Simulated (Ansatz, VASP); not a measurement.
# One calculation of Tc3Sn, two programs

Contents of INCAR:

```
SYSTEM = Tc3Sn
PREC = Accurate
ENCUT = 520
EDIFF = 1E-6
ISMEAR = 0
SIGMA = 0.02
LREAL = .FALSE.
LASPH = .TRUE.
NELM = 100
ALGO = Normal
ISIF = 2
LWAVE = .FALSE.
LCHARG = .TRUE.
GGA = PE
LELF = .TRUE.
LVHAR = .TRUE.
```

Contents of KPOINTS:

```
regular mesh
0
G
  10 10 3
  0 0 0
```

File POSCAR:

```
Tc3Sn
1.0
    2.9415865702      0.0000000000      0.0000000000
   -1.4707932851      2.5474886972      0.0000000000
    0.0000000000      0.0000000000      8.6334470000
Sn Tc
1 3
Direct
    0.0000000000      0.0000000000      0.0000000000
    0.3333333333      0.6666666667      0.7382180000
    0.3333333333      0.6666666667      0.2617820000
    0.0000000000      0.0000000000      0.5000000000
```

input.yaml

```yaml
crystal:
  lattice:
    - [2.9415865702, 0.0, 0.0]
    - [-1.4707932851, 2.5474886972, 0.0]
    - [0.0, 0.0, 8.633447]
  atoms:
    - { symbol: Sn, position: [0.0, 0.0, 0.0] }
    - { symbol: Tc, position: [0.3333333333, 0.6666666667, 0.738218] }
    - { symbol: Tc, position: [0.3333333333, 0.6666666667, 0.261782] }
    - { symbol: Tc, position: [0.0, 0.0, 0.5] }
hamiltonian:
  xc: pbe
  pseudopotentials: { kind: paw }
kpoints:
  mp_grid: { grid: [10, 10, 3] }
scf:
  occupations: { method: gaussian, width: 0.02 }
output:
  forces: true
  stress: true
  eigenvalues: true
  write_density: true
  write_potential: true
  elf: true
  volumetric_format: npy
```

The cell comes from a database or a generator and needn't be the stable form of this composition.

Alike in both runs: task single point; functional PBE; k mesh 10 × 10 × 3; occupations gaussian, width 0.02 eV; no spin polarisation.

|  | VASP | Ansatz |
| --- | --- | --- |
| version | VASP 6.6.1 | Ansatz 0.2.0 |
| potentials or method | VASP PAW PBE potentials, release 54 (Sn_d, Tc_pv) | Ansatz PAW earlier set |
| plane-wave cutoff (eV) | 520 | 500 |
| valence electrons in the cell | 53 | 59 |

Ansatz gave:

```
gap on the k mesh at the Fermi level (eV)       : none
pressure (GPa)                                  : -1.9
largest component of the traceless stress (GPa) : 0.12
rms of the force components (eV/Å)              : 0.019
```

**Question.** Estimate VASP's values.

**Answer.** gap on the k mesh at the Fermi level (eV): none; pressure (GPa): -2.2; largest component of the traceless stress (GPa): 0.08; rms of the force components (eV/Å): 0.037.

Atom by atom the forces differ by 0.017 eV/Å (rms over components). A gap of «none» marks a metal or a gap that the smearing closes. The two sets of potentials don't hold the same shells in valence.
